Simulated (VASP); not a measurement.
```
CELL_PARAMETERS angstrom
      5.06045     2.92232    -0.00140
      5.06045    -2.92232     0.00140
      0.00000    -1.89990    -5.66722
ATOMIC_POSITIONS crystal
  Al 0.83363 0.83363 0.00000
  Al 0.16637 0.16637 0.00000
  Cl 0.78018 0.21982 0.76658
  Cl 0.21982 0.78018 0.23342
  Cl 0.42496 0.92963 0.76845
  Cl 0.92963 0.42496 0.23155
  Cl 0.57504 0.07037 0.23155
  Cl 0.07037 0.57504 0.76845
```

All values below come from LDA (Ceperley-Alder, Perdew-Zunger), VASP's LDA PAW potentials (set 64) (plane waves; VASP). Run with 400 eV cut-off, Gaussian smearing of 0.050 eV, potentials Al Cl.

Task: Give the energies of bands 14 to 27 at the high-symmetry points, in eV from the valence-band maximum.

Result: 
```
band      Γ      Y      M      A     V2
----  -----  -----  -----  -----  -----
14    -2.29  -2.23  -2.19  -2.09  -2.18
15    -1.77  -1.94  -1.82  -2.06  -1.88
16    -1.51  -1.64  -1.69  -1.54  -1.68
17    -1.37  -1.43  -1.48  -1.49  -1.56
18    -1.19  -1.34  -1.45  -1.31  -1.53
19    -1.09  -0.97  -1.43  -1.19  -1.03
20    -0.49  -0.81  -1.03  -0.94  -0.92
21    -0.41  -0.76  -0.78  -0.42  -0.85
22    -0.24  -0.53  -0.69  -0.36  -0.82
23    -0.23  -0.43  -0.57  -0.33  -0.44
24    -0.16   0.00  -0.42  -0.32  -0.19
25     5.28   5.02   5.44   5.42   5.54
26     5.39   6.08   5.98   6.21   6.07
27     6.87   7.11   7.58   7.01   7.70
```

The gap is indirect, 4.92 eV, from the valence maximum at Y to the conduction minimum at L2.

The compound is AlCl3 in the sg12 structure. It was relaxed first, which changed the volume by -5 %.
